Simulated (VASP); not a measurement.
The system is GaAs.

```
Ga As
1.0
     0.00000    2.83308    2.83308
     2.83308    0.00000    2.83308
     2.83308    2.83308    0.00000
Ga As
1 1
Direct
  0.00000 0.00000 0.00000
  0.25000 0.25000 0.25000
```

Base run:

- Program: VASP 6.6.1
- Functional: PBE
- Potentials or basis: VASP PAW PBE potentials, release 64 (Ga_d, As)
- Cutoff: 520 eV
- k mesh: 6 × 6 × 6
- Occupations: gaussian, width 0.01 eV
- Spin: no spin polarisation

Its results: band gap on the k mesh 0.47 eV, direct; pressure 2.9 GPa.

Q: The run is repeated on the same cell with these changes: functional from PBE to PBE-based screened hybrid; k mesh from 6 × 6 × 6 to 4 × 4 × 4. What comes out?

A: Band gap on the k mesh 2.30 eV, direct; pressure -0.6 GPa.

Several settings changed at once, so the effect can't be laid on one alone.

Caveats: some runs use coarse meshes; the PAW data sets were made with another functional, which shifts forces and pressure a little (some runs).

A k mesh can miss the band edges.

Not every run made on this cell is shown here.
